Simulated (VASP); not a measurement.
VASP ran on this input.

File POSCAR:
```
TiC
1
    0.0000000000     2.1595886170     2.1595886170
    2.1595886170    -0.0000000000     2.1595886170
    2.1595886170     2.1595886170     0.0000000000
Ti C
1 1
Direct
  0.0000000000   0.0000000000   0.0000000000
  0.5000000000   0.5000000000   0.5000000000
```

**INCAR**
```
AGGAC = 0.0
ALGO = Normal
EDIFF = 1E-7
ENCUT = 520
GGA = MK
ISIF = 2
ISMEAR = -5
LASPH = .TRUE.
LCHARG = .TRUE.
LMAXMIX = 4
LORBIT = 11
LREAL = .FALSE.
LUSE_VDW = .TRUE.
LWAVE = .FALSE.
NEDOS = 601
NELM = 100
PARAM1 = 0.1234
PARAM2 = 1.0
PREC = Accurate
SYSTEM = TiC
```

File KPOINTS:
```
Automatic mesh
0
gamma
16 16 16
```

POTCAR, in this order: Ti_sv C (PBE.64 set). Program: vasp_std.

Task: Write an equivalent input for Quantum ESPRESSO's pw.x.

Result: One equivalent input (not run):
```
&CONTROL
  calculation = 'scf'
  pseudo_dir = './pseudo'
  outdir = './out'
  tprnfor = .true.
  tstress = .true.
/
&SYSTEM
  ibrav = 0
  nat = 2
  ntyp = 2
  ecutwfc = 84
  occupations = 'tetrahedra'
  input_dft = 'vdw-df-ob86'
/
&ELECTRONS
  conv_thr = 7.3e-09
  electron_maxstep = 100
/
ATOMIC_SPECIES
  Ti 47.867 Ti.upf
  C 12.011 C.upf
CELL_PARAMETERS angstrom
     0.0000000    2.1595886    2.1595886
     2.1595886   -0.0000000    2.1595886
     2.1595886    2.1595886    0.0000000
ATOMIC_POSITIONS crystal
  Ti   0.0000000  0.0000000  0.0000000
  C    0.5000000  0.5000000  0.5000000
K_POINTS automatic
  16 16 16 0 0 0
```
Limits of the translation: the potentials are each code's own (VASP's PAW set, PseudoDojo norm-conserving files in pw.x), so ENCUT and ecutwfc are chosen apart and not converted; conv_thr bounds pw.x's estimated SCF error, while EDIFF bounds the energy change between steps.

The compound is TiC in the rock salt structure. It was relaxed first.
